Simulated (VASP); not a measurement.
An input for Quantum ESPRESSO's pw.x (written as the equivalent of a VASP run, and not itself run):

```
&CONTROL
  calculation = 'scf'
  pseudo_dir = './pseudo'
  outdir = './out'
  tprnfor = .true.
  tstress = .true.
/
&SYSTEM
  ibrav = 0
  nat = 3
  ntyp = 2
  ecutwfc = 86
  occupations = 'smearing'
  smearing = 'gaussian'
  degauss = 0.003675
  input_dft = 'pbe'
/
&ELECTRONS
  conv_thr = 7.3e-08
  electron_maxstep = 100
/
ATOMIC_SPECIES
  Sn 118.710 Sn.upf
  Se 78.971 Se.upf
CELL_PARAMETERS angstrom
     1.9012880   -3.2833080    0.0000000
     1.9012880    3.2833080    0.0000000
     0.0000000    0.0000000    6.3106940
ATOMIC_POSITIONS crystal
  Sn   0.0000000  0.0000000  0.0000000
  Se   0.3333330  0.6666670  0.2500000
  Se   0.6883030  0.3549690  0.7500000
K_POINTS automatic
  6 6 3 0 0 0
```

Translate this input to VASP (INCAR, KPOINTS, POSCAR, choice of POTCAR).

One answer among several that fit: 
INCAR:
```
! general
SYSTEM  = SnSe2
PREC    = Accurate
ENCUT   = 400
LREAL   = .False.
LASPH   = .True.   ! aspherical one-centre terms

! electronic loop
EDIFF   = 1E-6   ! SCF stop (eV)
NELM    = 100   ! most electronic steps
ALGO    = Normal
LMAXMIX = 4

! smearing
ISMEAR  = 0   ! Gaussian
SIGMA   = 0.05

! functional
GGA     = PE

! ions
ISIF    = 2   ! forces and stress, cell fixed

! output
LWAVE   = .False.
LCHARG  = .False.
```

### POSCAR
```
SnSe2
1
    1.9012880000    -3.2833080000     0.0000000000
    1.9012880000     3.2833080000     0.0000000000
    0.0000000000     0.0000000000     6.3106940000
Sn Se
1 2
Direct
  0.0000000000   0.0000000000   0.0000000000
  0.3333330000   0.6666670000   0.2500000000
  0.6883030000   0.3549690000   0.7500000000
```

File KPOINTS:
```
Automatic mesh
0
Gamma
6 6 3
0 0 0
```

POTCAR, in this order: Sn_d Se (PBE.64 set). Program: vasp_std.

The two are equivalent in intent, not identical: the potentials are each code's own (VASP's PAW set, PseudoDojo norm-conserving files in pw.x), so ENCUT and ecutwfc are chosen apart and not converted; conv_thr bounds pw.x's estimated SCF error, while EDIFF bounds the energy change between steps.

The compound is SnSe2 in the 1T layered structure. The cell was not relaxed at this level, atoms are displaced from their ideal sites.
